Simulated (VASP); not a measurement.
An input for Ansatz (written as the equivalent of a VASP run, and not itself run):

Ansatz 0.2 input:
```yaml
crystal:
  lattice:
    - [0.0000000, 2.9100000, 2.9100000]
    - [2.9100000, 0.0000000, 2.9100000]
    - [2.9100000, 2.9100000, 0.0000000]
  atoms:
    - { symbol: Cd, position: [0.0000000, 0.0000000, 0.0000000] }
    - { symbol: S, position: [0.2500000, 0.2500000, 0.2500000] }
kpoints:
  mp_grid: { grid: [7, 7, 7] }
hamiltonian:
  xc: pbe
  pseudopotentials: { kind: paw }
scf:
  occupations: { method: gaussian, width: 0.05 }
  max_iter: 100
output: { forces: true, stress: true, eigenvalues: true }
```

Task: Write the VASP files for the same calculation (PBE).

Result: One answer among several that fit: 
File POSCAR:
```
CdS
1
    0.0000000000     2.9100000000     2.9100000000
    2.9100000000     0.0000000000     2.9100000000
    2.9100000000     2.9100000000     0.0000000000
Cd S
1 1
Direct
  0.0000000000   0.0000000000   0.0000000000
  0.2500000000   0.2500000000   0.2500000000
```

### INCAR
```
SYSTEM=CdS
PREC=Accurate; ENCUT=400; LREAL=.FALSE.
LASPH=.TRUE.
EDIFF=1E-3; NELM=100; ALGO=Normal
LMAXMIX=4
ISMEAR=0; SIGMA=0.05
GGA=PE
ISIF=2
LWAVE=.FALSE.; LCHARG=.FALSE.
```

**KPOINTS**
```
Automatic mesh
0
Gamma
7 7 7
0 0 0
```

POTCAR, in this order: Cd S (PBE.64 set). Program: vasp_std.

The two are equivalent in intent, not identical: each code has its own PAW files, so the cut-off isn't converted (ENCUT is set for VASP's; basis.ecutwfc is left out, and Ansatz then takes the one that its files recommend); Ansatz stops its SCF on the density residual and VASP on the energy change (EDIFF).

The compound is CdS in the zinc blende structure, a metastable form; wurtzite is the usual one. The cell was not relaxed at this level. The run is one of a series of settings (EDIFF = 1E-3 against the base run), some of them coarse on purpose.
